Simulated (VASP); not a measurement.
Computed with r2SCAN meta-GGA with spin-orbit coupling, VASP's PBE PAW potentials (set 64) (plane waves; VASP).

A VASP calculation is set up with these files.

POSCAR:
```
SrO
1
    0.0000000000     2.5846390155     2.5846390155
    2.5846390155     0.0000000000     2.5846390155
    2.5846390155     2.5846390155     0.0000000000
Sr O
1 1
Direct
  0.0000000000   0.0000000000   0.0000000000
  0.5000000000   0.5000000000   0.5000000000
```

**KPOINTS_OPT**
```
k-points along high-symmetry lines
8
Line-mode
Reciprocal
  0.000000   0.000000   0.000000 ! GAMMA
  0.500000   0.000000   0.500000 ! X

  0.500000   0.000000   0.500000 ! X
  0.625000   0.250000   0.625000 ! U

  0.375000   0.375000   0.750000 ! K
  0.000000   0.000000   0.000000 ! GAMMA

  0.000000   0.000000   0.000000 ! GAMMA
  0.500000   0.500000   0.500000 ! L

  0.500000   0.500000   0.500000 ! L
  0.500000   0.250000   0.750000 ! W

  0.500000   0.250000   0.750000 ! W
  0.500000   0.000000   0.500000 ! X
```

### INCAR
```
SYSTEM  =  SrO
PREC  =  Accurate; ENCUT  =  520; LREAL  =  .FALSE.
LASPH  =  .TRUE.
EDIFF  =  1E-6; NELM  =  100; ALGO  =  Normal
LMAXMIX  =  4; LMIXTAU  =  .TRUE.
ISMEAR  =  0; SIGMA  =  0.05
METAGGA  =  R2SCAN; GGA_COMPAT  =  .FALSE.
MAGMOM  =  6*0; LSORBIT  =  .TRUE.
LWAVE  =  .FALSE.; LCHARG  =  .FALSE.
```

**KPOINTS**
```
Automatic mesh
0
Gamma
8 8 8
0 0 0
```

POTCAR, in this order: Sr_sv O (PBE.64 set). Program: vasp_ncl.

### Question
Estimate the energy per atom (σ→0), band gap (over mesh and band path).

### Answer

| Quantity | Value |
|---|---|
| energy per atom (σ→0) | -13569 meV/atom |
| band gap (over mesh and band path) | 3.73 eV |

File OSZICAR:
```
...
DAV:  13    -0.271371827350E+02   -0.53179E-03   -0.31148E-04  1728   0.184E-01    0.293E-02
DAV:  14    -0.271371958384E+02   -0.13103E-04   -0.69770E-05  1672   0.869E-02    0.117E-02
DAV:  15    -0.271371974763E+02   -0.16379E-05   -0.28340E-05  1576   0.564E-02    0.743E-03
DAV:  16    -0.271372095216E+02   -0.12045E-04   -0.14526E-05  1448   0.462E-02    0.526E-03
DAV:  17    -0.271372095088E+02    0.12828E-07   -0.15818E-06  1328   0.163E-02
   1 F= -.27137210E+02 E0= -.27137210E+02  d E =-.237432E-18  mag=     0.0000    -0.0000     0.0000
       N       E                     dE             ncg
       N       E                     dE             ncg
```

The compound is SrO in the rock salt structure. It was relaxed first.
